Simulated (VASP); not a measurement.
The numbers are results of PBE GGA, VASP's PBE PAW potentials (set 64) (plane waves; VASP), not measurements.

VASP ran on this input.

**KPOINTS**
```
Automatic mesh
0
Gamma
8 8 8
0 0 0
```

**INCAR**
```
SYSTEM = Ni3Fe
PREC = Accurate; ENCUT = 400; LREAL = .FALSE.
LASPH = .TRUE.
EDIFF = 1E-6; NELM = 100; ALGO = Normal
LMAXMIX = 4
ISMEAR = 0; SIGMA = 0.02
GGA = PE
MAGMOM = 3.0 3*0.7
ISPIN = 2
ISIF = 2
LWAVE = .FALSE.; LCHARG = .FALSE.; LORBIT = 10
```

### POSCAR
```
Ni3Fe
1.0
  3.5500000000   0.0000000000   0.0000000000
  0.0000000000   3.5500000000   0.0000000000
  0.0000000000   0.0000000000   3.5500000000
Fe Ni
1 3
Cartesian
  0.0000000000   0.0000000000   0.0000000000
  0.0000000000   1.7750000000   1.7750000000
  1.7750000000   0.0000000000   1.7750000000
  1.7750000000   1.7750000000   0.0000000000
```

POTCAR, in this order: Fe Ni (PBE.64 set). Program: vasp_std.

Q: What does the run give for the energy per atom (σ→0), cell moment, pressure, band gap (on the k-mesh)?

A: 
| Quantity | Value |
|---|---|
| energy per atom (σ→0) | -6.249 eV/atom |
| cell moment | 4.79 μB |
| band gap (on the k-mesh) | none (metal, semimetal or under 0.01 eV) |
| pressure | -1.55 GPa |

File OSZICAR:
```
...
DAV:  11    -0.249936586946E+02    0.59064E-03   -0.41548E-02  5478   0.248E+00    0.117E+00
DAV:  12    -0.249962832026E+02   -0.26245E-02   -0.68252E-03  4184   0.208E+00    0.319E-01
DAV:  13    -0.249965758653E+02   -0.29266E-03   -0.21706E-03  5258   0.709E-01    0.672E-02
DAV:  14    -0.249966504691E+02   -0.74604E-04   -0.28584E-04  5028   0.207E-01    0.115E-01
DAV:  15    -0.249966222118E+02    0.28257E-04   -0.11808E-04  4464   0.293E-01    0.190E-02
DAV:  16    -0.249966237668E+02   -0.15550E-05   -0.14041E-05  4840   0.665E-02    0.266E-02
DAV:  17    -0.249966237078E+02    0.58978E-07   -0.21730E-06  2356   0.375E-02
   1 F= -.24996624E+02 E0= -.24996297E+02  d E =-.652924E-03  mag=     4.7932
```

The compound is Ni3Fe in the L1_2 structure. The cell was not relaxed at this level. The run is one of a series of settings (ISMEAR = 0, SIGMA = 0.02 against the base run), some of them coarse on purpose.
